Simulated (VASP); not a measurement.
OSZICAR of a VASP run on SrCl₂ (fluorite):

File OSZICAR:
```
       N       E                     dE             d eps       ncg     rms          rms(c)
DAV:   1     0.124471473728E+03    0.12447E+03   -0.11520E+04   320   0.130E+03
DAV:   2    -0.326233567127E+02   -0.15709E+03   -0.15326E+03   408   0.249E+02
DAV:   3    -0.423087256788E+02   -0.96854E+01   -0.96715E+01   496   0.669E+01
DAV:   4    -0.425608276392E+02   -0.25210E+00   -0.25199E+00   512   0.912E+00
DAV:   5    -0.425640763074E+02   -0.32487E-02   -0.32481E-02   472   0.993E-01    0.115E+01
DAV:   6    -0.362650471967E+02    0.62990E+01   -0.23555E+00   544   0.118E+01    0.822E+00
DAV:   7    -0.348205246747E+02    0.14445E+01   -0.94204E-01   472   0.984E+00    0.119E+00
DAV:   8    -0.358030935251E+02   -0.98257E+00   -0.10380E+00   424   0.935E+00    0.202E+00
DAV:   9    -0.351093440402E+02    0.69375E+00   -0.12041E-01   432   0.424E+00    0.150E+00
DAV:  10    -0.352557393936E+02   -0.14640E+00   -0.41872E-02   440   0.244E+00    0.116E+00
DAV:  11    -0.356585786482E+02   -0.40284E+00   -0.17907E-01   336   0.453E+00    0.493E-01
DAV:  12    -0.356869650168E+02   -0.28386E-01   -0.42811E-02   336   0.239E+00    0.360E-01
DAV:  13    -0.356561904889E+02    0.30775E-01   -0.19224E-02   328   0.152E+00    0.537E-01
DAV:  14    -0.356816763600E+02   -0.25486E-01   -0.10814E-02   336   0.132E+00    0.212E-01
DAV:  15    -0.356929067823E+02   -0.11230E-01   -0.25716E-03   328   0.594E-01    0.148E-01
DAV:  16    -0.356940463059E+02   -0.11395E-02   -0.25399E-04   448   0.203E-01    0.915E-02
DAV:  17    -0.356942814616E+02   -0.23516E-03   -0.70464E-05   408   0.109E-01    0.512E-02
DAV:  18    -0.356943923586E+02   -0.11090E-03   -0.28676E-05   376   0.670E-02    0.299E-02
DAV:  19    -0.356944939385E+02   -0.10158E-03   -0.58194E-05   368   0.844E-02    0.743E-03
DAV:  20    -0.356944945433E+02   -0.60472E-06   -0.96365E-06   368   0.386E-02
   1 F= -.35694495E+02 E0= -.35694495E+02  d E =-.356945E+02
```

Task: Which electronic solver shows in the log?

Result: It is blocked Davidson (ALGO = Normal, or the opening steps of other solvers). The INCAR had ALGO = Normal.

Task: Can the final energy be trusted as converged?

Result: The calculation finished and met its thresholds. It stopped with EDIFF = 1E-6, NELM = 100, NSW = 60 and EDIFFG = -0.02 after 1 ionic step (r2SCAN meta-GGA, plane waves, VASP's PBE PAW potentials (set 64)).

The compound is SrCl2 in the fluorite structure. It was relaxed first. The start is the result of an earlier pass.
